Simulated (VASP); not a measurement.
An input for Ansatz (written as the equivalent of a VASP run, and not itself run):

Ansatz 0.2 input:
```yaml
crystal:
  lattice:
    - [1.3686194, -2.3705182, 0.0000000]
    - [1.3686194, 2.3705182, 0.0000000]
    - [0.0000000, 0.0000000, 4.4340042]
  atoms:
    - { symbol: Re, position: [0.3333330, 0.6666670, 0.2500000] }
    - { symbol: Re, position: [0.6666670, 0.3333330, 0.7500000] }
kpoints:
  mp_grid: { grid: [15, 15, 8] }
hamiltonian:
  xc: pbesol
  pseudopotentials: { kind: paw }
scf:
  occupations: { method: methfessel_paxton, width: 0.1 }
  max_iter: 100
relax:
  max_steps: 40
  f_tol: 0.02
  cell: { p_target: 5 }
output: { forces: true, stress: true, eigenvalues: true }
```

### Question
Translate this input to VASP (INCAR, KPOINTS, POSCAR, choice of POTCAR).

### Answer
One answer among several that fit: 
**KPOINTS**
```
Automatic mesh
0
Gamma
15 15 8
0 0 0
```

INCAR:
```
LMAXMIX = 6   # l cut-off of mixed one-centre charges
LREAL = .False.
NELM = 100   # most electronic steps
SYSTEM = Re
EDIFF = 1E-6   # SCF stop (eV)
ISIF = 3
EDIFFG = -0.02   # ionic stop
LWAVE = .False.
IBRION = 2   # conjugate gradients
LASPH = .True.   # aspherical one-centre terms
PREC = Accurate
PSTRESS = 50   # kbar
GGA = PS   # PBEsol
ENCUT = 500   # plane-wave cut-off (eV)
NSW = 40
LCHARG = .False.
ISMEAR = 1
ALGO = Normal   # blocked Davidson
SIGMA = 0.1   # width (eV)
```

POSCAR:
```
Re
1
    1.3686193651    -2.3705181640     0.0000000000
    1.3686193651     2.3705181640    -0.0000000000
    0.0000000000     0.0000000000     4.4340041892
Re
2
Direct
  0.3333330000   0.6666670000   0.2500000000
  0.6666670000   0.3333330000   0.7500000000
```

POTCAR, in this order: Re (PBE.64 set). Program: vasp_std.

The two are equivalent in intent, not identical: each code has its own PAW files, so the cut-off isn't converted (ENCUT is set for VASP's; basis.ecutwfc is left out, and Ansatz then takes the one that its files recommend); Ansatz stops its SCF on the density residual and VASP on the energy change (EDIFF).

The compound is Re in the hcp structure. It was relaxed first under an external pressure of 5 GPa.
